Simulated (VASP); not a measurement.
The system is OCH4, in a box.

```
CELL_PARAMETERS angstrom
12.77228 0.00000 0.00000
0.00000 13.27228 0.00000
0.00000 0.00000 13.77228
ATOMIC_POSITIONS crystal
O 0.58146 0.49574 0.48007
C 0.47090 0.49858 0.49593
H 0.61550 0.53486 0.53071
H 0.44845 0.46467 0.56618
H 0.43544 0.45379 0.43756
H 0.43912 0.57590 0.49181
```

Base run:

```yaml
Program: VASP 6.6.1
Functional: PBEsol
Potentials_or_basis: VASP PAW PBE potentials, release 64 (O, C, H)
Cutoff: 400 eV
k_mesh: 1 × 1 × 1
Occupations: gaussian, width 0.01 eV
Spin: no spin polarisation
```

Its results: gap between the frontier levels 5.59 eV; largest force 0.356 eV/Å.

Task: The run is repeated on the same cell with these changes: functional from PBEsol to optB86b-vdW. What comes out?

Result: Gap between the frontier levels 5.38 eV; largest force 0.074 eV/Å.

Caveats: the PAW data sets were made with another functional, which shifts forces and pressure a little.

